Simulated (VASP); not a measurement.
Output of a VASP run:

File OSZICAR:
```
       N       E                     dE             d eps       ncg     rms          rms(c)
DAV:   1     0.267747176152E+02    0.26775E+02   -0.70814E+03  1050   0.104E+03
DAV:   2    -0.240520421290E+02   -0.50827E+02   -0.48188E+02  1295   0.218E+02
DAV:   3    -0.256822655984E+02   -0.16302E+01   -0.16188E+01  1332   0.341E+01
DAV:   4    -0.256954988268E+02   -0.13233E-01   -0.13197E-01  1181   0.308E+00
DAV:   5    -0.256957550903E+02   -0.25626E-03   -0.25601E-03  1377   0.297E-01    0.503E+01
DAV:   6    -0.231068356920E+02    0.25889E+01   -0.13750E+01  1160   0.257E+01    0.417E+01
DAV:   7    -0.230191485054E+02    0.87687E-01   -0.60098E-01  1175   0.700E+00    0.254E+01
DAV:   8    -0.229991221349E+02    0.20026E-01   -0.99091E-02  1169   0.300E+00    0.461E+00
DAV:   9    -0.229929128473E+02    0.62093E-02   -0.33761E-02  1193   0.130E+00    0.158E+00
DAV:  10    -0.229925060675E+02    0.40678E-03   -0.26523E-03  1219   0.442E-01    0.545E-02
DAV:  11    -0.229925062914E+02   -0.22391E-06   -0.72267E-05  1219   0.959E-02    0.692E-02
DAV:  12    -0.229925037800E+02    0.25114E-05   -0.15180E-05  1201   0.331E-02    0.971E-03
DAV:  13    -0.229925037107E+02    0.69310E-07   -0.98697E-07   661   0.970E-03
   1 F= -.22992504E+02 E0= -.22979610E+02  d E =-.257877E-01
```

### OUTCAR
```
------------------------ aborting loop because EDIFF is reached ----------------------------------------
  FORCE on cell =-STRESS in cart. coord.  units (eV):
  Direction    XX          YY          ZZ          XY          YZ          ZX
  --------------------------------------------------------------------------------------
  Total       -1.2405875     -1.2405875     -1.2405875     -0.0000000      0.0000000     -0.0000000
  in kB      -86.0959401    -86.0959401    -86.0959401     -0.0000000      0.0000000     -0.0000000
  external PRESSURE =     -86.0959401 kB  Pullay stress =       0.0000000 kB
  volume of cell :       23.09
      direct lattice vectors                 reciprocal lattice vectors
     0.000000000  2.260000000  2.260000000    -0.221238938  0.221238938  0.221238938
     2.260000000  0.000000000  2.260000000     0.221238938 -0.221238938  0.221238938
     2.260000000  2.260000000  0.000000000     0.221238938  0.221238938 -0.221238938
 POSITION                                       TOTAL-FORCE (eV/Angst)
 -----------------------------------------------------------------------------------
      0.00000      0.00000      0.00000        -0.000000     -0.000000      0.000000
      2.26000      2.26000      2.26000         0.000000      0.000000     -0.000000
 -----------------------------------------------------------------------------------
    total drift:                                0.000000     -0.000000     -0.000000
  FREE ENERGIE OF THE ION-ELECTRON SYSTEM (eV)
  ---------------------------------------------------
  free  energy   TOTEN  =       -22.9925037107 eV

  energy  without entropy=      -22.9667160399  energy(sigma->0) =      -22.97960988
```
(Selected blocks of OUTCAR.)

POSCAR:
```
HfN
1
    0.0000000000     2.2600000000     2.2600000000
    2.2600000000     0.0000000000     2.2600000000
    2.2600000000     2.2600000000     0.0000000000
Hf N
1 1
Direct
  0.0000000000   0.0000000000   0.0000000000
  0.5000000000   0.5000000000   0.5000000000
```

Q: Reconstruct the remaining input files.

A: One answer among several that fit: the input of the run itself, PBEsol GGA, plane waves, VASP's PBE PAW potentials (set 64).

File KPOINTS:
```
Automatic
0
Gamma
  10 10 10
0 0 0
```

INCAR:
```
LWAVE = .FALSE.
LASPH = .TRUE.
GGA = PS   ! PBEsol
SYSTEM = HfN
LMAXMIX = 6
PREC = Accurate
EDIFF = 1E-6   ! SCF stop (eV)
NELM = 100
LCHARG = .FALSE.
SIGMA = 0.272   ! width (eV)
ENCUT = 400   ! plane-wave cut-off (eV)
ALGO = Normal   ! blocked Davidson
ISMEAR = 0
ISIF = 2   ! forces and stress, cell fixed
LREAL = .FALSE.   ! projection in real space or not
```

POTCAR, in this order: Hf_pv N (PBE.64 set). Program: vasp_std.

At this cut-off the stress carries a Pulay error, which pulls relaxed volumes low.

The structure is a typed HfN crystal (Fm-3m). The cell was not relaxed at this level. The run is one of a series of settings (GGA = PS against the base run), some of them coarse on purpose. The electron count is odd and the run is not spin-polarised, which forces a metal.
